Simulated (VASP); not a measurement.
Input:

```xyz
12
Lattice="6.8382 0.0000 0.0000 0.0000 6.8382 0.0000 0.0000 0.0000 6.8382" Properties=species:S:1:pos:R:3 pbc="T T T"
Ti     0.0000     0.0000     0.0000
Ti     3.4191     3.4191     0.0000
Ti     0.0000     3.4191     3.4191
Ti     3.4191     0.0000     3.4191
Te     2.4695     2.4695     2.4695
Te     5.8886     0.9495     4.3686
Te     4.3686     5.8886     0.9495
Te     0.9495     4.3686     5.8886
Te     4.3686     4.3686     4.3686
Te     0.9495     5.8886     2.4695
Te     2.4695     0.9495     5.8886
Te     5.8886     2.4695     0.9495
```

All values below come from r2SCAN meta-GGA, VASP's PBE PAW potentials (set 64) (plane waves; VASP). Run with 400 eV cut-off, 5×5×5 Γ-centred mesh, tetrahedra with Blöchl corrections, potentials Ti_sv Te.

The cores are frozen, which limits the accuracy of field gradients.

**Question.** Give the principal components of the electric field gradient (V/Å²) and the asymmetry η at each nucleus.

**Answer.** 
| atom | Vxx | Vyy | Vzz | η |
|---|---|---|---|---|
| Ti1 | -12.5 | -12.5 | 25.1 | 0.00 |
| Ti2 | -12.5 | -12.5 | 25.1 | 0.00 |
| Ti3 | -12.5 | -12.5 | 25.1 | 0.00 |
| Ti4 | -12.5 | -12.5 | 25.1 | 0.00 |
| Te5 | -55.7 | -55.7 | 111.4 | 0.00 |
| Te6 | -55.7 | -55.7 | 111.4 | 0.00 |
| Te7 | -55.7 | -55.7 | 111.4 | 0.00 |
| Te8 | -55.7 | -55.7 | 111.4 | 0.00 |
| Te9 | -55.7 | -55.7 | 111.4 | 0.00 |
| Te10 | -55.7 | -55.7 | 111.4 | 0.00 |
| Te11 | -55.7 | -55.7 | 111.4 | 0.00 |
| Te12 | -55.7 | -55.7 | 111.4 | 0.00 |

The structure was generated: TiTe2 was put into the pyrite type (Pa-3), which need not be its known phase. It was relaxed first, which changed the volume by -19 %.
